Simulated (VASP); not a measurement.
## ZrC (relaxed from the wurtzite structure, space group P6_3mc): computed properties

All values below come from PBE GGA, VASP's PBE PAW potentials (set 64) (plane waves; VASP).

```json
{
  "space_group": "P6_3mc (186)",
  "cell": "a = b = 3.8881 Å, c = 4.7177 Å, α = β = 90.00°, γ = 120.00°",
  "volume_per_atom": "15.44 Å³/atom",
  "band gap (over mesh and band path)": "none (metal, semimetal or under 0.01 eV)",
  "density": "5.55 g/cm³"
}
```

```xyz
4
Lattice="3.8881 0.0000 0.0000 -1.9440 3.3672 0.0000 0.0000 0.0000 4.7177" Properties=species:S:1:pos:R:3 pbc="T T T"
Zr     0.0000     2.2448     4.4449
Zr     1.9440     1.1224     2.0860
C      0.0000     2.2448     2.0420
C      1.9440     1.1224     4.4009
```

The structure was generated: ZrC was put into the wurtzite type (P6_3mc), which need not be its known phase. It was relaxed first, which changed the volume by -37 %. Symmetry was kept, so distortions that lower it aren't found.
